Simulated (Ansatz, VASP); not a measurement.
## Be3BAs3: VASP beside Ansatz

```
CELL_PARAMETERS angstrom
4.55332 0.00000 0.00000
0.00000 4.55332 0.00000
0.00000 0.00000 7.64173
ATOMIC_POSITIONS crystal
Be 0.50000 0.50000 0.76587
Be 0.50000 0.50000 0.23413
Be 0.00000 0.00000 0.00000
B 0.50000 0.50000 0.00000
As 0.00000 0.50000 0.00000
As 0.50000 0.00000 0.00000
As 0.50000 0.50000 0.50000
```

Alike in both runs: functional PBE; k mesh 4 × 4 × 2; occupations gaussian, width 0.1 eV; no spin polarisation.

Ansatz relaxed the structure, and its values are those at the end. VASP's run is a single point on that final structure, the one shown.

|  | VASP | Ansatz |
| --- | --- | --- |
| version | VASP 6.6.1 | Ansatz 0.2.0 |
| potentials or method | VASP PAW PBE potentials, release 64 (Be, B, As) | scalar-relativistic, plane waves, PAW |
| plane-wave cutoff (eV) | 520 | 420 |
| valence electrons in the cell | 24 | 54 |

VASP gave:

```
gap on the k mesh at the Fermi level (eV) : none
pressure (GPa)                            : 0.3
rms of the force components (eV/Å)        : 0.004
```

Problem. Which values does Ansatz return?

Solution. gap on the k mesh at the Fermi level (eV): none; pressure (GPa): 0.2; rms of the force components (eV/Å): 0.001.

A gap of «none» marks a metal or a gap that the smearing closes. The functional is the same, so the differences come from potentials, cutoffs and numerics. The two sets of potentials don't hold the same shells in valence.

Caveats: the k mesh is coarse (spacing up to 0.41 Å⁻¹), so the values aren't converged.
